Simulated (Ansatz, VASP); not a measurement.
# WC3 (W(110)/C(100) interface) in two plane-wave programs

One calculation is typed for both programs; each brings its own data sets. How far apart do they land? The cell is taken from a series of runs on this material, whose earlier steps may have relaxed, scaled, displaced or heated it; both programs get it as it stands.

Method: plane waves, with VASP 6.6.1 beside it; single point at LDA, in Ansatz 0.2.0.

### Step 1. Starting point

The cell holds 96 atoms: 24 W and 72 C. Cell: a = 7.976 Å, b = 7.567 Å, c = 24.830 Å, α = 90.0°, β = 90.0°, γ = 108.4°. Bcc W(110), 3 repeat layers, 8 surface cells, strained +2.88 and -2.40 %; diamond-structure C(100), 4 layers, 9 cells, +0.00 and -0.00 %; outer planes 2.12 A apart above; (so at first; earlier steps may have moved the atoms), displaced by a Gaussian of 0.02 A. Vacuum lies along c.

### Step 2. Ansatz: single point, LDA

Ansatz runs on its default PAW (the set named soft_2) files.

A single point gives forces, pressure and levels at one fixed geometry, so differences don't come from the geometry; what else differs is listed under the comparison.

Contents of input.yaml:

```yaml
crystal:
  lattice:
    - [7.9761, 0.0, 0.0]
    - [-2.39279, 7.1784, 0.0]
    - [0.0, 0.0, 24.82973]
  atoms:
    - { symbol: W, position: [0.24973, 0.73137, 0.26417] }
    - { symbol: W, position: [0.37332, 0.60443, 0.34726] }
    - { symbol: W, position: [0.23797, 0.72895, 0.43399] }
    - { symbol: W, position: [0.62303, 0.85656, 0.26403] }
    - { symbol: W, position: [0.74776, 0.73135, 0.34729] }
    - { symbol: W, position: [0.60197, 0.85235, 0.43656] }
    - { symbol: W, position: [0.12177, 0.35503, 0.26393] }
    - { symbol: W, position: [0.25077, 0.2299, 0.34975] }
    - { symbol: W, position: [0.14001, 0.36089, 0.43852] }
    - { symbol: W, position: [0.50014, 0.4797, 0.26416] }
    - { symbol: W, position: [0.62571, 0.35296, 0.34733] }
    - { symbol: W, position: [0.5162, 0.48077, 0.43509] }
    - { symbol: W, position: [0.8718, 0.60358, 0.26346] }
    - { symbol: W, position: [0.00044, 0.47862, 0.34648] }
    - { symbol: W, position: [0.87863, 0.6044, 0.43358] }
    - { symbol: W, position: [0.99838, 0.98006, 0.26398] }
    - { symbol: W, position: [0.11979, 0.85634, 0.34683] }
    - { symbol: W, position: [0.98106, 0.97314, 0.43933] }
    - { symbol: W, position: [0.37134, 0.10538, 0.26396] }
    - { symbol: W, position: [0.49654, 0.98246, 0.34817] }
    - { symbol: W, position: [0.36377, 0.10023, 0.44035] }
    - { symbol: W, position: [0.75024, 0.22987, 0.26351] }
    - { symbol: W, position: [0.87127, 0.10478, 0.34983] }
    - { symbol: W, position: [0.76265, 0.23602, 0.43931] }
    - { symbol: C, position: [0.21659, 0.55314, 0.50375] }
    - { symbol: C, position: [0.05241, 0.16737, 0.53777] }
    - { symbol: C, position: [0.05166, 0.33267, 0.57532] }
    - { symbol: C, position: [0.21625, 0.38687, 0.61058] }
    - { symbol: C, position: [0.21919, 0.22149, 0.64766] }
    - { symbol: C, position: [0.05148, 0.50824, 0.68303] }
[... 60 atom lines left out ...]
    - { symbol: C, position: [0.38341, 0.44273, 0.57454] }
    - { symbol: C, position: [0.5494, 0.49798, 0.60939] }
    - { symbol: C, position: [0.55201, 0.33448, 0.64767] }
    - { symbol: C, position: [0.37432, 0.61215, 0.67834] }
    - { symbol: C, position: [0.3794, 0.44929, 0.71861] }
    - { symbol: C, position: [0.54916, 0.57697, 0.74335] }
kpoints:
  mp_grid: { grid: [2, 2, 1] }
hamiltonian:
  xc: lda
scf:
  occupations: { method: gaussian, width: 0.025 }
output:
  forces: true
  populations: true
  dos:
    method: { smearing: { sigma: 0.15 } }
    de: 0.1
    projected:
      site_lists:
        C: [24, 25, 26, 27, 28, 29, 30, 31, 32, 33, 34, 35, 36, 37, 38, 39, 40, 41, 42, 43, 44, 45, 46, 47, 48, 49, 50, 51, 52, 53, 54, 55, 56, 57, 58, 59, 60, 61, 62, 63, 64, 65, 66, 67, 68, 69, 70, 71, 72, 73, 74, 75, 76, 77, 78, 79, 80, 81, 82, 83, 84, 85, 86, 87, 88, 89, 90, 91, 92, 93, 94, 95]
        W: [0, 1, 2, 3, 4, 5, 6, 7, 8, 9, 10, 11, 12, 13, 14, 15, 16, 17, 18, 19, 20, 21, 22, 23]
  eigenvalues: true
  write_density: true
  write_potential: true
  volumetric_format: npy
```

On the command line:

```bash
$ ansatz run input.yaml --threads 4 --pin off --max-ram 8192MiB --backend cpu --events-out ev --progress --plain --runs-dir out
```

Numbers of over 12 decimals in the logs are rounded to 6 here.

Log:

```text
Engine: ansatz 0.2.0, x86_64-unknown-linux-gnu
Pseudopotentials: kind: paw
Pseudopotential: W, paw, valence charge 14, recommended cutoff 420 eV (normal), W.paw.azcp
Pseudopotential: C, paw, valence charge 4, recommended cutoff 420 eV (normal), C.paw.azcp
Functional definition: SPW92
  exchange = slater_x
  correlation = pw_c
Crystal: 96 atoms, lattice volume = 1421.642 Å³
Basis set: ecut = 420 eV, 27815 PW (Γ)
Bands: 408, of which v1, the nominal top of the filled ones, is band 312 counted from 1 (311 counted from 0)
Symmetry: 1 space group operations
Space group: P1 (ITA 1), of the structure as read, at distance tolerance 1.1e-4 Å
k-points: 4
Non-local potential: W, projectors of the file, l = 0: 3, l = 1: 2, l = 2: 2, l = 3: 1
Non-local potential: C, projectors of the file, l = 0: 2, l = 1: 2, l = 2: 1
PAW form: soft (Blöchl's): semilocal exchange-correlation on the pseudo side does not see the compensation charge
PAW frozen core: W, regenerated for the run's functional, and the local potential with it (the file was generated under x = pbe(κ = 0.804, μ = 0.219515), c = pbe(β = 0.066725))
PAW frozen core: C, regenerated for the run's functional, and the local potential with it (the file was generated under x = pbe(κ = 0.804, μ = 0.219515), c = pbe(β = 0.066725))
PAW one-centre angular grid: W, 590 points (default); XC on 64 Gauss nodes
PAW one-centre angular grid: C, 110 points (default); XC on 64 Gauss nodes
Initial density: superposition of atomic densities (neutral atoms: chi_scale 0, normalization atom), corrected by the library's trained network
Initial wavefunctions: pseudopotential atomic-orbital guess
Functional: x = slater, c = lda
SCF iter   1: F=—  HF=-260558.564343 eV  |F-HF|=—  |Δ(HF+E_count)|=         —  Δρ=2.58e-2  dr2=1.06e2  ethr=1.77e-3  ⟨swp⟩=9.2  Hψ=8018  notcnv=0  defer=167
preconditioner: auto → LDOS  [metal: Δε(μ)=0.004 eV  Ē_g=10.478 eV  σ=0.025 eV  W_gap=0.10  n_scr=314 (ndim 8)  ℏωp=20.5 eV  f_vac=0.388  D(μ)=37.66/eV (n_scr^D=254)  β→1.0]
SCF iter   2: F=—  HF=-260556.492399 eV  |F-HF|=—  |Δ(HF+E_count)|=    2.07e0  Δρ=1.68e-2  dr2=2.00e1  ethr=1.77e-3  ⟨swp⟩=2.2  Hψ=2230  notcnv=0  defer=356
SCF iter   3: F=—  HF=-260555.517693 eV  |F-HF|=—  |Δ(HF+E_count)|=   9.75e-1  Δρ=6.39e-3  dr2=3.67e0  ethr=1.77e-3  ⟨swp⟩=2.0  Hψ=1558  notcnv=0  defer=356
SCF iter   4: F=—  HF=-260555.475465 eV  |F-HF|=—  |Δ(HF+E_count)|=   4.22e-2  Δρ=4.13e-3  dr2=4.91e-1  ethr=5.87e-4  ⟨swp⟩=2.0  Hψ=1974  notcnv=0  defer=349
SCF iter   5: F=—  HF=-260555.414956 eV  |F-HF|=—  |Δ(HF+E_count)|=   6.05e-2  Δρ=1.65e-3  dr2=1.16e-1  ethr=7.87e-5  ⟨swp⟩=3.8  Hψ=2306  notcnv=0  defer=349
SCF iter   6: F=—  HF=-260555.411250 eV  |F-HF|=—  |Δ(HF+E_count)|=   3.71e-3  Δρ=7.93e-4  dr2=2.31e-2  ethr=1.86e-5  ⟨swp⟩=2.0  Hψ=1369  notcnv=0  defer=349
SCF iter   7: F=—  HF=-260555.410489 eV  |F-HF|=—  |Δ(HF+E_count)|=   7.61e-4  Δρ=5.01e-4  dr2=5.85e-3  ethr=3.71e-6  ⟨swp⟩=2.0  Hψ=2056  notcnv=0  defer=349
SCF iter   8: F=—  HF=-260555.410421 eV  |F-HF|=—  |Δ(HF+E_count)|=   6.78e-5  Δρ=3.52e-4  dr2=3.33e-3  ethr=9.37e-7  ⟨swp⟩=3.0  Hψ=2111  notcnv=0  defer=349
SCF iter   9: F=—  HF=-260555.410106 eV  |F-HF|=—  |Δ(HF+E_count)|=   3.15e-4  Δρ=1.79e-4  dr2=1.00e-3  ethr=5.34e-7  ⟨swp⟩=2.0  Hψ=1969  notcnv=0  defer=349
SCF iter  10: F=—  HF=-260555.410003 eV  |F-HF|=—  |Δ(HF+E_count)|=   1.03e-4  Δρ=9.50e-5  dr2=2.01e-4  ethr=1.60e-7  ⟨swp⟩=3.0  Hψ=2188  notcnv=0  defer=349
SCF iter  11: F=—  HF=-260555.409944 eV  |F-HF|=—  |Δ(HF+E_count)|=   5.88e-5  Δρ=4.06e-5  dr2=3.52e-5  ethr=3.23e-8  ⟨swp⟩=2.8  Hψ=2127  notcnv=0  defer=349
SCF iter  12: F=—  HF=-260555.411287 eV  |F-HF|=—  |Δ(HF+E_count)|=   1.34e-3  Δρ=1.93e-5  dr2=9.75e-6  ethr=5.63e-9  ⟨swp⟩=2.0  Hψ=2451  notcnv=0  defer=349
SCF iter  13: F=—  HF=-260555.411287 eV  |F-HF|=—  |Δ(HF+E_count)|=   3.25e-7  Δρ=8.93e-6  dr2=1.73e-6  ethr=1.56e-9  ⟨swp⟩=3.0  Hψ=2121  notcnv=0  defer=349
SCF iter  14: F=—  HF=-260555.411287 eV  |F-HF|=—  |Δ(HF+E_count)|=   3.95e-7  Δρ=4.32e-6  dr2=4.05e-7  ethr=2.77e-10  ⟨swp⟩=3.0  Hψ=2665  notcnv=0  defer=349
SCF iter  15: F=—  HF=-260555.411287 eV  |F-HF|=—  |Δ(HF+E_count)|=   1.01e-7  Δρ=2.03e-6  dr2=1.03e-7  ethr=1.60e-11  ⟨swp⟩=31.2  Hψ=18278  notcnv=0
SCF iter  16: F=-260555.411287 eV  HF=-260555.411287 eV  |F-HF|=1.22e-8  |Δ(HF+E_count)|=   1.43e-9  Δρ=1.20e-6  dr2=2.91e-8  ethr=1.60e-11  ⟨swp⟩=11.5  Hψ=11319  notcnv=0
SCF 1 converged in 16 iterations: F = -260555.411287 eV  dr2 = 2.91e-8
  greatest PAW one-centre occupation: 1.000 electrons in one spin orbital (limit 2), on the W atom at site 18 (counted from 0), in its partial waves of l = 0
[...]
k-point 3: bands = [... 308 lower, 7.2783, 7.3999, 7.5331, 7.5805, 7.5941, 7.6383, 7.6743, 7.7901, ... 92 higher]
--- Löwdin populations: 96 sites ---
  site symbol       q [e]
     0      W     13.9149
     1      W     13.8254
     2      W     13.6136
     3      W     13.9142
     4      W     13.8274
     5      W     13.6332
     6      W     13.9175
     7      W     13.8137
     8      W     13.6342
     9      W     13.9129
    10      W     13.8305
    11      W     13.6297
    12      W     13.9125
    13      W     13.8287
    14      W     13.6070
    15      W     13.9235
    16      W     13.8291
    17      W     13.6328
    18      W     13.9234
    19      W     13.8225
    20      W     13.5885
    21      W     13.9242
    22      W     13.8117
    23      W     13.6084
[...]
88      C      4.2976
    89      C      3.9730
    90      C      3.9750
    91      C      3.9814
    92      C      3.9837
    93      C      3.9298
    94      C      3.9817
    95      C      3.9636
  spilling = 0.006366 (of n_electrons = 624.000000)
```

### Step 3. VASP: single point, LDA

The same cell, functional (in two slightly different forms), mesh and smearing now go to VASP, with its own data sets.

Lines of VASP's logs that name or quote its potential files are left out, and so is its time.

Contents of INCAR:

```
SYSTEM = WC3
PREC = Accurate
ENCUT = 520
EDIFF = 1E-06
NELM = 120
ISMEAR = 0
SIGMA = 0.025
LREAL = Auto
ALGO = Normal
GGA = PW92
NBANDS = 288
LASPH = .TRUE.
LORBIT = 11
LWAVE = .FALSE.
LCHARG = .FALSE.
ISIF = 2
GGA_COMPAT = .FALSE.
KPAR = 4
```

Contents of POSCAR:

```
WC3
1.0
    7.9761000000      0.0000000000      0.0000000000
   -2.3927900000      7.1784000000      0.0000000000
    0.0000000000      0.0000000000     24.8297300000
W C
24 72
Direct
    0.2497300000      0.7313700000      0.2641700000
    0.3733200000      0.6044300000      0.3472600000
    0.2379700000      0.7289500000      0.4339900000
    0.6230300000      0.8565600000      0.2640300000
    0.7477600000      0.7313500000      0.3472900000
    0.6019700000      0.8523500000      0.4365600000
    0.1217700000      0.3550300000      0.2639300000
    0.2507700000      0.2299000000      0.3497500000
    0.1400100000      0.3608900000      0.4385200000
    0.5001400000      0.4797000000      0.2641600000
    0.6257100000      0.3529600000      0.3473300000
    0.5162000000      0.4807700000      0.4350900000
    0.8718000000      0.6035800000      0.2634600000
    0.0004400000      0.4786200000      0.3464800000
    0.8786300000      0.6044000000      0.4335800000
    0.9983800000      0.9800600000      0.2639800000
    0.1197900000      0.8563400000      0.3468300000
    0.9810600000      0.9731400000      0.4393300000
    0.3713400000      0.1053800000      0.2639600000
    0.4965400000      0.9824600000      0.3481700000
    0.3637700000      0.1002300000      0.4403500000
    0.7502400000      0.2298700000      0.2635100000
    0.8712700000      0.1047800000      0.3498300000
    0.7626500000      0.2360200000      0.4393100000
    0.2165900000      0.5531400000      0.5037500000
    0.0524100000      0.1673700000      0.5377700000
    0.0516600000      0.3326700000      0.5753200000
    0.2162500000      0.3868700000      0.6105800000
    0.2191900000      0.2214900000      0.6476600000
    0.0514800000      0.5082400000      0.6830300000
[... 60 atom lines left out ...]
    0.3834100000      0.4427300000      0.5745400000
    0.5494000000      0.4979800000      0.6093900000
    0.5520100000      0.3344800000      0.6476700000
    0.3743200000      0.6121500000      0.6783400000
    0.3794000000      0.4492900000      0.7186100000
    0.5491600000      0.5769700000      0.7433500000
```

Contents of KPOINTS:

```
Automatic mesh
0
Gamma
2 2 1
0 0 0
```

The projector-augmented-wave data sets are W and C (LDA family, release 64).

On the command line:

```bash
$ mpirun -np 8 vasp_std
```

Log:

```text
[banner, memory and clock lines left out]
running    8 mpi-ranks, on    1 nodes
[...]
|                                                                             |
|           W    W    AA    RRRRR   N    N  II  N    N   GGGG   !!!           |
|           W    W   A  A   R    R  NN   N  II  NN   N  G    G  !!!           |
|           W    W  A    A  R    R  N N  N  II  N N  N  G       !!!           |
|           W WW W  AAAAAA  RRRRR   N  N N  II  N  N N  G  GGG   !            |
|           WW  WW  A    A  R   R   N   NN  II  N   NN  G    G                |
|           W    W  A    A  R    R  N    N  II  N    N   GGGG   !!!           |
|                                                                             |
|     For optimal performance we recommend to set                             |
|       NCORE = 2 up to number-of-cores-per-socket                            |
|     NCORE specifies how many cores store one orbital (NPAR=cpu/NCORE).      |
|     This setting can greatly improve the performance of VASP for DFT.       |
[...]
|                                                                             |
|     You enforced a specific xc type in the INCAR file but a different       |
|     [... a line on the potential file left out ...]
|     I HOPE YOU KNOW WHAT YOU ARE DOING!                                     |
|                                                                             |

 LDA part: xc-table for (Slater(with rela. corr.)+PW92), standard interpolation
 POSCAR, INCAR and KPOINTS ok, starting setup
[...]
entering main loop
       N       E                     dE             d eps       ncg     rms          rms(c)
DAV:   1     0.254874888544E+04    0.25487E+04   -0.19989E+05  2320   0.133E+03
DAV:   2    -0.737209452834E+03   -0.32860E+04   -0.30819E+04  2992   0.323E+02
DAV:   3    -0.106512322905E+04   -0.32791E+03   -0.31741E+03  2792   0.976E+01
DAV:   4    -0.108036851001E+04   -0.15245E+02   -0.15087E+02  3224   0.210E+01
[...]
DAV:  40    -0.101420447317E+04   -0.31286E-05   -0.86436E-08  1504   0.482E-04    0.503E-04
DAV:  41    -0.101420447459E+04   -0.14241E-05   -0.47969E-08  1392   0.301E-04    0.485E-04
DAV:  42    -0.101420447538E+04   -0.79040E-06   -0.27542E-08  1344   0.196E-04
   1 F= -.10142045E+04 E0= -.10142010E+04  d E =-.692666E-02
```

OUTCAR, selected parts (step 3):

```text
  FREE ENERGIE OF THE ION-ELECTRON SYSTEM (eV)
  ---------------------------------------------------
  free  energy   TOTEN  =     -1014.2044753802 eV

  energy  without entropy=    -1014.1975487235  energy(sigma->0) =    -1014.20101205
```

### Step 4. Side by side

Known differences besides the potentials themselves: the data sets hold 624 valence electrons in Ansatz (on its default PAW (the set named soft_2) files) and 432 in VASP; the cutoff is 420 eV in Ansatz and 520 eV in VASP (PREC = Accurate, projectors in real space); VASP's log shows a relativistic correction to its local exchange, Ansatz's none. Total energies have different zeros and are not compared.

Forces on 7 of the 96 atoms, those with the largest forces and the largest differences (eV/Å; atoms numbered as in POSCAR):

```
atom         Ansatz x, y, z           VASP x, y, z
  W1  -0.004, -0.001, 0.001    0.006, 0.007, 0.234
  W4  -0.019, -0.003, 0.018   -0.011, 0.002, 0.242
  W7   0.004, -0.015, 0.002   -0.047, 0.000, 0.224
 W10    0.011, 0.001, 0.005   0.026, -0.006, 0.238
 W13   -0.004, 0.009, 0.010  -0.006, -0.004, 0.234
 W16   0.011, 0.004, -0.019   0.052, -0.012, 0.204
 W19  0.005, -0.002, -0.011   0.003, -0.008, 0.204
```

The forces differ by 51 meV/Å r.m.s., where the r.m.s. force is 0.011 eV/Å in Ansatz and 0.052 eV/Å in VASP: the atoms lie near their places of rest in Ansatz, so a percentage would say little (all taken over all components).

### Step 5. Summary of results

- r.m.s. force difference (single point, LDA): 51 meV/Å

**Reading.** The r.m.s. force difference is 51 meV/Å (single point, LDA), beyond the 12 meV/Å picked in this series as the mark of a large difference. The data sets hold unlike numbers of valence electrons (624 in Ansatz and 432 in VASP), so part of the differences comes from the potentials. What causes the difference of the single point, LDA pair stays open here. How closely two codes agree says nothing of how well the functional describes the real material.

[Lines on the potential files, build, host, timing and source positions are cut from VASP's logs without a mark.]

[Logs are printed without paths, hosts, clocks, repeated set-up lines and the standing remarks that a program may print on its own settings, such as how far it seeks lower states.]

[Hosts, paths, dates, database ids (printed as entryN), source tags and the programs' standing remarks are cut or masked in the printed files.]
